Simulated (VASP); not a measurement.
Set up this calculation in VASP 6.6.1, as the native input.

- Task: single point
- Functional: LDA
- Potentials or basis: VASP PAW LDA potentials, release 64 (Pb_d, F)
- Cutoff: 520 eV
- k mesh: 8 × 8 × 8
- Occupations: gaussian, width 0.05 eV
- Spin: no spin polarisation
- Dipole correction: no
- Further INCAR settings: ALGO = Normal; EDIFF = 1e-06; NBANDS = 21

The structure of PbF2 lies in POSCAR:

```
PbF2
1.0
    0.0000000000      3.0366716250      3.0366716250
    2.9698500000      0.0668216250      2.9698500000
    2.9698500000      2.9698500000      0.0668216250
Pb F
1 2
Direct
    0.0000000000      0.0000000000      0.0000000000
    0.2500000000      0.2500000000      0.2500000000
    0.7500000000      0.7500000000      0.7500000000
```

The cell isn't the ideal one: strain +0.0450 x Voigt [0, 0, 0, 1, 0, 0], atoms carried along.

These files were run (other wordings do the same):

INCAR

```
ALGO = Normal
EDIFF = 1E-6
ENCUT = 520
GGA = CA
ISIF = 2
ISMEAR = 0
LASPH = T
LCHARG = T
LELF = T
LREAL = F
LVHAR = T
LWAVE = F
NBANDS = 21
NELM = 100
PREC = Accurate
SIGMA = 0.05
```

KPOINTS

```
k-points
0
Gamma
  8 8 8
```

Potentials or basis: VASP PAW LDA potentials, release 64 (Pb_d, F).

Run with:

```sh
$ cat potpaw_LDA.64/Pb_d/POTCAR potpaw_LDA.64/F/POTCAR > POTCAR
$ mpirun -np 1 vasp_std > vasp.out
```

It gave:

```
Pressure               : -4.8 GPa
Largest force          : 0.086 eV/Å
Band gap on the k mesh : 4.19 eV, indirect (least direct gap 4.36 eV)
```

Caveat: spin-orbit coupling is left out, which as a rule narrows the gap of such compounds by several tenths of an eV.

Wall time 72 s on 1 thread of Intel(R) Xeon(R) Platinum 8488C (Sapphire Rapids) (shared host), peak memory 0.21 GiB.
